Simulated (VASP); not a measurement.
All values below come from PBE GGA with D3 dispersion (zero damping), VASP's PBE PAW potentials (set 64) (plane waves; VASP).

Input for VASP

### POSCAR
```
Tb
1
    1.8028587812    -3.1226425611     0.0000000000
    1.8028587812     3.1226425611     0.0000000000
    0.0000000000     0.0000000000     5.6131587303
Tb
2
Direct
  0.3333330000   0.6666670000   0.2500000000
  0.6666670000   0.3333330000   0.7500000000
```

File KPOINTS:
```
Regular mesh
0
G
 12 12 7
```

**INCAR**
```
! general
SYSTEM   =  Tb
PREC     =  Accurate
ENCUT    =  520   ! plane-wave cut-off (eV)
LREAL    =  .False.
LASPH    =  .True.   ! aspherical one-centre terms

! electronic loop
EDIFF    =  1E-7   ! SCF stop (eV)
NELM     =  100   ! most electronic steps
ALGO     =  Normal   ! blocked Davidson
LMAXMIX  =  6   ! l cut-off of mixed one-centre charges

! smearing
ISMEAR   =  1   ! Methfessel-Paxton
SIGMA    =  0.1   ! width (eV)

! functional
GGA      =  PE
IVDW     =  11   ! D3, zero damping

! ions
IBRION   =  2   ! conjugate gradients
NSW      =  30   ! most ionic steps
ISIF     =  4
EDIFFG   =  -0.01   ! ionic stop

! output
LWAVE    =  .False.
LCHARG   =  .False.
```

POTCAR, in this order: Tb_3 (PBE.64 set). Program: vasp_std.

Output of the run:

OSZICAR:
```
       N       E                     dE             d eps       ncg     rms          rms(c)
DAV:   1     0.428543536722E+02    0.42854E+02   -0.89450E+03  1984   0.123E+03
DAV:   2    -0.689993157986E+01   -0.49754E+02   -0.48789E+02  2096   0.259E+02
DAV:   3    -0.903621583370E+01   -0.21363E+01   -0.19734E+01  2650   0.312E+01
DAV:   4    -0.909079312188E+01   -0.54577E-01   -0.53198E-01  2248   0.475E+00
DAV:   5    -0.909239401214E+01   -0.16009E-02   -0.15771E-02  2826   0.631E-01    0.237E+01
DAV:   6    -0.909503997868E+01   -0.26460E-02   -0.21288E-02  2379   0.124E+00    0.142E+01
DAV:   7    -0.910420234273E+01   -0.91624E-02   -0.38818E-02  2352   0.169E+00    0.219E-01
DAV:   8    -0.910390456047E+01    0.29778E-03   -0.21180E-03  2316   0.376E-01    0.613E-02
DAV:   9    -0.910391085025E+01   -0.62898E-05   -0.21342E-04  2456   0.116E-01    0.321E-02
DAV:  10    -0.910390440596E+01    0.64443E-05   -0.34463E-05  2351   0.436E-02    0.411E-02
DAV:  11    -0.910390536025E+01   -0.95429E-06   -0.50795E-06  2276   0.170E-02    0.105E-03
DAV:  12    -0.910390561400E+01   -0.25375E-06   -0.38574E-07  2441   0.514E-03    0.386E-03
DAV:  13    -0.910390548459E+01    0.12940E-06   -0.37615E-08  1343   0.154E-03    0.764E-04
DAV:  14    -0.910390546726E+01    0.17333E-07   -0.83429E-09  1298   0.837E-04
   1 F= -.98064328E+01 E0= -.98064287E+01  d E =-.980643E+01
       N       E                     dE             d eps       ncg     rms          rms(c)
DAV:   1    -0.910462320062E+01   -0.71772E-03   -0.20333E-02  2006   0.105E+00    0.901E-02
DAV:   2    -0.910436174776E+01    0.26145E-03   -0.34360E-04  2316   0.159E-01    0.553E-02
DAV:   3    -0.910424812167E+01    0.11363E-03   -0.14558E-04  2417   0.946E-02    0.282E-02
DAV:   4    -0.910424850359E+01   -0.38192E-06   -0.22424E-05  2503   0.353E-02    0.139E-02
DAV:   5    -0.910424849779E+01    0.58033E-08   -0.50796E-07  2258   0.554E-03
   2 F= -.98066082E+01 E0= -.98065375E+01  d E =-.175414E-03
       N       E                     dE             d eps       ncg     rms          rms(c)
DAV:   1    -0.910607585427E+01   -0.18274E-02   -0.82977E-02  1996   0.213E+00    0.182E-01
DAV:   2    -0.910499316215E+01    0.10827E-02   -0.14134E-03  2306   0.322E-01    0.114E-01
DAV:   3    -0.910453075628E+01    0.46241E-03   -0.59228E-04  2432   0.189E-01    0.603E-02
DAV:   4    -0.910453210860E+01   -0.13523E-05   -0.89836E-05  2490   0.708E-02    0.286E-02
DAV:   5    -0.910453217839E+01   -0.69789E-07   -0.21268E-06  2592   0.113E-02    0.365E-03
DAV:   6    -0.910453208561E+01    0.92786E-07   -0.26071E-07  2315   0.377E-03
   3 F= -.98065835E+01 E0= -.98063468E+01  d E =-.150703E-03
       N       E                     dE             d eps       ncg     rms          rms(c)
DAV:   1    -0.910489088117E+01   -0.35870E-03   -0.23995E-02  1986   0.114E+00    0.977E-02
DAV:   2    -0.910457867261E+01    0.31221E-03   -0.40583E-04  2306   0.174E-01    0.616E-02
DAV:   3    -0.910444581491E+01    0.13286E-03   -0.16998E-04  2422   0.103E-01    0.325E-02
DAV:   4    -0.910444630039E+01   -0.48548E-06   -0.26947E-05  2493   0.387E-02    0.156E-02
DAV:   5    -0.910444646753E+01   -0.16714E-06   -0.61434E-07  2316   0.612E-03    0.224E-03
DAV:   6    -0.910444649325E+01   -0.25719E-07   -0.68211E-08  1225   0.212E-03
   4 F= -.98066591E+01 E0= -.98065155E+01  d E =-.226360E-03
```

OUTCAR:
```
------------------------ aborting loop because EDIFF is reached ----------------------------------------
 Edisp (eV)   -0.70221
  FORCE on cell =-STRESS in cart. coord.  units (eV):
  Direction    XX          YY          ZZ          XY          YZ          ZX
  --------------------------------------------------------------------------------------
  Total      -0.50494    -0.50494    -0.50577     0.00000     0.00000     0.00000
  in kB     -12.80052   -12.80052   -12.82166     0.00000     0.00000     0.00000
  external pressure =      -12.81 kB  Pullay stress =        0.00 kB
  volume of cell :       63.20
      direct lattice vectors                 reciprocal lattice vectors
     1.799441654 -3.116723947  0.000000000     0.277863969 -0.160424859  0.000000000
     1.799441654  3.116723947  0.000000000     0.277863969  0.160424859  0.000000000
     0.000000000  0.000000000  5.634497628     0.000000000  0.000000000  0.177478112
 POSITION                                       TOTAL-FORCE (eV/Angst)
 -----------------------------------------------------------------------------------
      1.79944      1.03891      1.40862        -0.000000      0.000000      0.000000
      1.79944     -1.03891      4.22587         0.000000     -0.000000      0.000000
 -----------------------------------------------------------------------------------
    total drift:                               -0.000003      0.000108     -0.000011
  FREE ENERGIE OF THE ION-ELECTRON SYSTEM (eV)
  ---------------------------------------------------
  free  energy   TOTEN  =        -9.8066591457 eV

  energy  without entropy=       -9.8062280880  energy(sigma->0) =       -9.80651546

 reached required accuracy - stopping structural energy minimisation
```
(Selected blocks of OUTCAR.)

### CONTCAR
```
Tb
   1.00000000000000
     1.7994416543283898   -3.1167239472249153    0.0000000000000000
     1.7994416543283898    3.1167239472249153    0.0000000000000000
     0.0000000000000000    0.0000000000000000    5.6344976282198367
  Tb
     2
Direct
     0.3333330000000032    0.6666669999999968    0.2500000000000000
     0.6666669999999968    0.3333330000000032    0.7500000000000000
```

The 4f electrons are frozen in the core of the lanthanide potential, so 4f levels, which can set the real gap, and their magnetism are missing.

The compound is Tb in the hcp structure. This cell is one point of a volume scan, at 1.03 of the reference volume. Symmetry was kept, so distortions that lower it aren't found.
